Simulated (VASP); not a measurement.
A convergence study with VASP on MnO (space group no. 225 when undisturbed): a few settings are varied, all else stays as given below, so the limit is that of these other settings. One atom is moved off its site, so that forces are finite.

```yaml
crystal:
  lattice:
    - [4.41780, 2.20890, 2.20890]
    - [2.20890, 4.41780, 2.20890]
    - [2.20890, 2.20890, 4.41780]
  atoms:
    - { symbol: Mn, position: [0.00327, 0.00327, 0.00327], spin: 5.0 }
    - { symbol: Mn, position: [0.50000, 0.50000, 0.50000], spin: -5.0 }
    - { symbol: O, position: [0.25000, 0.25000, 0.25000] }
    - { symbol: O, position: [0.75000, 0.75000, 0.75000] }
```

Computed with PBE GGA + U (Dudarev), VASP's PBE PAW potentials (set 64) (plane waves; VASP 6.6.1). The last row used: Mn 3.90 eV.

Gaps are read on the run's mesh, which can miss a band edge.

```json
[
 {"setting": "EDIFF = 1E-01", "E (eV/atom)": "-7.7629", "pressure (GPa)": "11.25", "largest force (eV/Å)": "0.577", "gap on the mesh (eV)": "1.875", "irreducible k-points": "85"},
 {"setting": "EDIFF = 1E-02", "E (eV/atom)": "-7.7632", "pressure (GPa)": "9.06", "largest force (eV/Å)": "0.579", "gap on the mesh (eV)": "1.875", "irreducible k-points": "85"},
 {"setting": "EDIFF = 1E-03", "E (eV/atom)": "-7.7628", "pressure (GPa)": "1.51", "largest force (eV/Å)": "0.578", "gap on the mesh (eV)": "1.846", "irreducible k-points": "85"},
 {"setting": "EDIFF = 1E-04", "E (eV/atom)": "-7.7628", "pressure (GPa)": "2.59", "largest force (eV/Å)": "0.578", "gap on the mesh (eV)": "1.849", "irreducible k-points": "85"},
 {"setting": "EDIFF = 1E-05", "E (eV/atom)": "-7.7628", "pressure (GPa)": "2.85", "largest force (eV/Å)": "0.577", "gap on the mesh (eV)": "1.852", "irreducible k-points": "85"},
 {"setting": "EDIFF = 1E-06", "E (eV/atom)": "-7.7628", "pressure (GPa)": "2.86", "largest force (eV/Å)": "0.577", "gap on the mesh (eV)": "1.853", "irreducible k-points": "85"},
 {"setting": "EDIFF = 1E-07", "E (eV/atom)": "-7.7628", "pressure (GPa)": "2.85", "largest force (eV/Å)": "0.577", "gap on the mesh (eV)": "1.852", "irreducible k-points": "85"},
 {"setting": "EDIFF = 1E-08", "E (eV/atom)": "-7.7628", "pressure (GPa)": "2.87", "largest force (eV/Å)": "0.577", "gap on the mesh (eV)": "1.853", "irreducible k-points": "85"},
 {"setting": "EDIFF = 1E-10", "E (eV/atom)": "-7.7628", "pressure (GPa)": "2.87", "largest force (eV/Å)": "0.577", "gap on the mesh (eV)": "1.853", "irreducible k-points": "85"},
 {"setting": "EDIFF = 1E-12", "E (eV/atom)": "-7.7628", "pressure (GPa)": "2.87", "largest force (eV/Å)": "0.577", "gap on the mesh (eV)": "1.853", "irreducible k-points": "85"}
]
```

Left out are rungs that failed or repeat a setting and relaxations that didn't move; long series are thinned to 24 rows.

The structure is a typed MnO crystal (space group no. 225). The cell was not relaxed at this level, it is distorted from the ideal structure. The spin order is the one that the start imposed; others were not tried in this run.
